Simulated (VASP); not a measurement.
Output of a VASP run:

**OSZICAR**
```
       N       E                     dE             d eps       ncg     rms          rms(c)
DAV:   1     0.171694522543E+03    0.17169E+03   -0.13450E+04  2688   0.153E+03
DAV:   2     0.152497749725E+00   -0.17154E+03   -0.16813E+03  2712   0.382E+02
DAV:   3    -0.322540870888E+01   -0.33779E+01   -0.33739E+01  3408   0.642E+01
DAV:   4    -0.322970926895E+01   -0.43006E-02   -0.43005E-02  3120   0.200E+00
DAV:   5    -0.322972062569E+01   -0.11357E-04   -0.11357E-04  3416   0.996E-02    0.557E+00
DAV:   6    -0.307468695376E+01    0.15503E+00   -0.39201E-01  2928   0.854E+00    0.424E+00
DAV:   7    -0.305722765475E+01    0.17459E-01   -0.38677E-02  3168   0.199E+00    0.183E+00
DAV:   8    -0.305480324132E+01    0.24244E-02   -0.42498E-03  3000   0.100E+00    0.977E-02
DAV:   9    -0.305481146180E+01   -0.82205E-05   -0.18857E-05  3472   0.558E-02    0.384E-02
DAV:  10    -0.305481808052E+01   -0.66187E-05   -0.56193E-06  3040   0.307E-02    0.265E-03
DAV:  11    -0.305481806711E+01    0.13408E-07   -0.85327E-08  1784   0.331E-03
   1 F= -.30548181E+01 E0= -.30548523E+01  d E =-.305482E+01
       N       E                     dE             d eps       ncg     rms          rms(c)
DAV:   1    -0.305627652197E+01   -0.14584E-02   -0.28921E-02  2728   0.235E+00    0.273E-01
DAV:   2    -0.305494753939E+01    0.13290E-02   -0.37325E-03  2760   0.891E-01    0.861E-02
DAV:   3    -0.305486130367E+01    0.86236E-04   -0.16764E-04  3184   0.158E-01    0.691E-02
DAV:   4    -0.305483976272E+01    0.21541E-04   -0.19525E-05  2824   0.368E-02    0.598E-03
DAV:   5    -0.305483971564E+01    0.47080E-07   -0.72680E-07  1920   0.102E-02
   2 F= -.30548397E+01 E0= -.30548681E+01  d E =-.216485E-04
```

### OUTCAR
```
------------------------ aborting loop because EDIFF is reached ----------------------------------------
  FORCE on cell =-STRESS in cart. coord.  units (eV):
  Direction    XX          YY          ZZ          XY          YZ          ZX
  --------------------------------------------------------------------------------------
  Total       -0.0055481     -0.0055481      0.0051618      0.0000000      0.0000000      0.0000000
  in kB       -0.2208818     -0.2208818      0.2055039      0.0000000      0.0000000      0.0000000
  external PRESSURE =      -0.0787532 kB  Pullay stress =       0.0000000 kB
  volume of cell :       40.24
      direct lattice vectors                 reciprocal lattice vectors
     1.462857001 -2.533742930 -0.000000000     0.341796908 -0.197336515  0.000000000
     1.462857001  2.533742930 -0.000000000     0.341796908  0.197336515  0.000000000
    -0.000000000  0.000000000  5.428723168     0.000000000  0.000000000  0.184205377
 POSITION                                       TOTAL-FORCE (eV/Angst)
 -----------------------------------------------------------------------------------
      1.46286      0.84458      1.35718        -0.000000      0.000000      0.000000
      1.46286     -0.84458      4.07154         0.000000     -0.000000      0.000000
 -----------------------------------------------------------------------------------
    total drift:                                0.000013      0.000186      0.000002
  FREE ENERGIE OF THE ION-ELECTRON SYSTEM (eV)
  ---------------------------------------------------
  free  energy   TOTEN  =        -3.0548397156 eV

  energy  without entropy=       -3.0549247389  energy(sigma->0) =       -3.05486806

 reached required accuracy - stopping structural energy minimisation
```
(Selected blocks of OUTCAR.)

POSCAR:
```
Cd
1
    1.4616286660    -2.5316153908     0.0000000000
    1.4616286660     2.5316153908    -0.0000000000
    0.0000000000    -0.0000000000     5.4262475109
Cd
2
Direct
  0.3333330000   0.6666670000   0.2500000000
  0.6666670000   0.3333330000   0.7500000000
```

Problem. Reconstruct the remaining input files.

Solution. One answer among several that fit: the input of the run itself, LDA (Ceperley-Alder, Perdew-Zunger), plane waves, VASP's LDA PAW potentials (set 64).

File KPOINTS:
```
Automatic mesh
0
Gamma
13 13 6
0 0 0
```

INCAR:
```
ALGO = Normal
EDIFF = 1E-6
EDIFFG = -0.01
ENCUT = 520
IBRION = 2
ISIF = 3
ISMEAR = 1
LASPH = T
LCHARG = F
LMAXMIX = 4
LREAL = F
LWAVE = F
NELM = 100
NSW = 60
PREC = Accurate
SIGMA = 0.1
SYSTEM = Cd
```

POTCAR, in this order: Cd (LDA.64 set). Program: vasp_std.

The compound is Cd in the hcp structure. This run relaxes it. Symmetry was kept, so distortions that lower it aren't found. The start is the result of an earlier pass.
